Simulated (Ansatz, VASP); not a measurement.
## Two plane-wave programs on MoW2

```xyz
3
Lattice="4.6208 0.0000 0.0000 -2.3104 4.0018 0.0000 0.0000 0.0000 2.6839" Properties=species:S:1:pos:R:3 pbc="T T T"
Mo    0.0000    0.0000    0.0000
W     0.0000    2.6678    1.3420
W     2.3104    1.3339    1.3420
```

Change from the starting cell: species swapped into the YSi2 type (P6/mmm, No. 191).

Alike in both runs: task relaxation of cell and atoms; functional PBE; k mesh 6 × 6 × 6; occupations gaussian, width 0.1 eV; no spin polarisation.

|  | VASP | Ansatz |
| --- | --- | --- |
| version | VASP 6.6.1 | Ansatz 0.2.0 |
| potentials or method | VASP PAW PBE potentials, release 64 (Mo_sv, W_sv) | scalar-relativistic, plane waves, PAW |
| plane-wave cutoff (eV) | 600 | 420 |
| valence electrons in the cell | 42 | 42 |

|  | VASP | Ansatz | Ansatz less VASP |
| --- | --- | --- | --- |
| gap on the k mesh at the Fermi level, each at its own relaxed structure (eV) | none | none | - |
| relaxed volume (Å³/atom) | 16.48 | 16.45 | -0.034 |
| relaxed cell length with the largest relative difference (Å) | 2.581 | 2.578 | -0.0025 |
| energy change over the relaxation (meV/atom) | -40 | -42 | -1.3 |

A gap of «none» marks a metal or a gap that the smearing closes.

Caveats: the k mesh is coarse (spacing up to 0.39 Å⁻¹), so the values aren't converged. The runs have no spin-orbit coupling, so splittings on W are missing.
